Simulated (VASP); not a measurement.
Consider the following.

```
Cu
1.0
    0.00000     1.81585     1.81585
    1.81585     0.00000     1.81585
    1.81585     1.81585     0.00000
Cu
1
Cartesian
  1.81585   0.00000   1.81585
```

All values below come from PBE GGA, VASP's PBE PAW potentials (set 64) (plane waves; VASP). Run with 520 eV cut-off, Gaussian smearing of 0.050 eV, potentials Cu.

### Question
Give the energies of bands 1 to 7 at the high-symmetry points, in eV from the Fermi level.

### Answer

```csv
band,Γ,X,U,L,W
1,-9.28,-4.84,-4.27,-5.04,-4.11
2,-3.02,-4.39,-4.04,-3.06,-3.52
3,-3.02,-1.68,-2.77,-3.06,-3.52
4,-3.02,-1.52,-2.09,-1.66,-2.26
5,-2.22,-1.52,-1.71,-1.66,-1.52
6,-2.22,1.47,4.26,-1.00,6.11
7,22.45,6.98,5.64,3.65,6.11
```

It has no gap at this level: it comes out as a metal or semimetal.

The compound is Cu in the fcc structure. It was relaxed first.
